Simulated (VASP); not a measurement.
An input for Ansatz (written as the equivalent of a VASP run, and not itself run):

Ansatz 0.2 input:
```yaml
crystal:
  lattice:
    - [0.0000000, 2.4591784, 2.4591784]
    - [2.4591784, 0.0000000, 2.4591784]
    - [2.4591784, 2.4591784, 0.0000000]
  atoms:
    - { symbol: K, position: [0.0000000, 0.0000000, 0.0000000] }
    - { symbol: F, position: [0.5000000, 0.5000000, 0.5000000] }
kpoints:
  mp_grid: { grid: [8, 8, 8] }
hamiltonian:
  xc: r2scan
  pseudopotentials: { kind: paw }
scf:
  occupations: { method: gaussian, width: 0.05 }
  max_iter: 100
relax:
  max_steps: 40
  f_tol: 0.01
  cell: { p_target: 15 }
output: { forces: true, stress: true, eigenvalues: true }
```

Problem. Translate this input to VASP (INCAR, KPOINTS, POSCAR, choice of POTCAR).

Solution. This is not unique; one that fits is 
**INCAR**
```
ALGO=Normal
EDIFF=1E-7
EDIFFG=-0.01
ENCUT=600
IBRION=2
ISIF=3
ISMEAR=0
LASPH=.TRUE.
LCHARG=.FALSE.
LMIXTAU=.TRUE.
LREAL=.FALSE.
LWAVE=.FALSE.
METAGGA=R2SCAN
NELM=100
NSW=40
PREC=Accurate
PSTRESS=150
SIGMA=0.05
SYSTEM=KF
```

POSCAR:
```
KF
1
   -0.0000000000     2.4591784310     2.4591784310
    2.4591784310    -0.0000000000     2.4591784310
    2.4591784310     2.4591784310     0.0000000000
K F
1 1
Direct
  0.0000000000   0.0000000000   0.0000000000
  0.5000000000   0.5000000000   0.5000000000
```

File KPOINTS:
```
kpoints
0
G
8 8 8
```

POTCAR, in this order: K_sv F (PBE.64 set). Program: vasp_std.

Limits of the translation: each code has its own PAW files, so the cut-off isn't converted (ENCUT is set for VASP's; basis.ecutwfc is left out, and Ansatz then takes the one that its files recommend); Ansatz stops its SCF on the density residual and VASP on the energy change (EDIFF).

The compound is KF in the rock salt structure. It was relaxed first under an external pressure of 15 GPa.
